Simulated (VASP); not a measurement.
Output of a VASP run:

**OSZICAR**
```
       N       E                     dE             d eps       ncg     rms          rms(c)
DAV:   1     0.607692566068E+02    0.60769E+02   -0.29579E+03   320   0.786E+02
DAV:   2     0.518439090600E+01   -0.55585E+02   -0.55171E+02   456   0.118E+02
DAV:   3    -0.656748223157E+00   -0.58411E+01   -0.58410E+01   320   0.507E+01
DAV:   4    -0.746843250533E+00   -0.90095E-01   -0.90095E-01   592   0.784E+00
DAV:   5    -0.746895740507E+00   -0.52490E-04   -0.52490E-04   408   0.124E-01    0.165E-01
DAV:   6    -0.750600979691E+00   -0.37052E-02   -0.18902E-03   560   0.264E-01    0.117E-01
DAV:   7    -0.754515130875E+00   -0.39142E-02   -0.76339E-03   344   0.573E-01    0.310E-02
DAV:   8    -0.754578824163E+00   -0.63693E-04   -0.16942E-04   544   0.986E-02    0.622E-03
DAV:   9    -0.754582355143E+00   -0.35310E-05   -0.44461E-06   544   0.146E-02    0.319E-03
DAV:  10    -0.754583521775E+00   -0.11666E-05   -0.35778E-06   448   0.124E-02    0.786E-04
DAV:  11    -0.754583626830E+00   -0.10505E-06   -0.57034E-07   336   0.502E-03
   1 F= -.75458363E+00 E0= -.75422308E+00  d E =-.754584E+00
```

**OUTCAR**
```
------------------------ aborting loop because EDIFF is reached ----------------------------------------
  FORCE on cell =-STRESS in cart. coord.  units (eV):
  Direction    XX          YY          ZZ          XY          YZ          ZX
  --------------------------------------------------------------------------------------
  Total       -0.0098270     -0.0098270     -0.0098270     -0.0000000     -0.0000000     -0.0000000
  in kB       -0.1218738     -0.1218738     -0.1218738     -0.0000000     -0.0000000     -0.0000000
  external PRESSURE =      -0.1218738 kB  Pullay stress =       0.0000000 kB
  volume of cell :      129.19
      direct lattice vectors                 reciprocal lattice vectors
    -3.184590832  3.184590832  3.184590832     0.000000000  0.157006041  0.157006041
     3.184590832 -3.184590832  3.184590832     0.157006041  0.000000000  0.157006041
     3.184590832  3.184590832 -3.184590832     0.157006041  0.157006041  0.000000000
 POSITION                                       TOTAL-FORCE (eV/Angst)
 -----------------------------------------------------------------------------------
      0.00000      0.00000      0.00000         0.000000     -0.000000      0.000000
 -----------------------------------------------------------------------------------
    total drift:                                0.000000      0.000000      0.000000
  FREE ENERGIE OF THE ION-ELECTRON SYSTEM (eV)
  ---------------------------------------------------
  free  energy   TOTEN  =        -0.7545836268 eV

  energy  without entropy=       -0.7535020006  energy(sigma->0) =       -0.75422308

 reached required accuracy - stopping structural energy minimisation
```
(Selected blocks of OUTCAR.)

**POSCAR**
```
Cs
1
   -3.1845908316     3.1845908316     3.1845908316
    3.1845908316    -3.1845908316     3.1845908316
    3.1845908316     3.1845908316    -3.1845908316
Cs
1
Direct
  0.0000000000   0.0000000000   0.0000000000
```

Question: Reconstruct the remaining input files.

Answer: Several could match; the one computed here: the input of the run itself, revPBE GGA, plane waves, VASP's PBE PAW potentials (set 64).

**KPOINTS**
```
Automatic mesh
0
Gamma
7 7 7
0 0 0
```

**INCAR**
```
SYSTEM = Cs
PREC = Accurate
ENCUT = 520
EDIFF = 1E-6
NELM = 100
ALGO = Normal
LREAL = .FALSE.
LASPH = .TRUE.
ISMEAR = 1
SIGMA = 0.1
GGA = RE
LMAXMIX = 4
LWAVE = .FALSE.
LCHARG = .FALSE.
IBRION = 2
ISIF = 3
NSW = 60
EDIFFG = -0.01
```

POTCAR, in this order: Cs_sv (PBE.64 set). Program: vasp_std.

The compound is Cs in the bcc structure. It was relaxed first, which changed the volume by +14 %. The start is the result of an earlier pass.
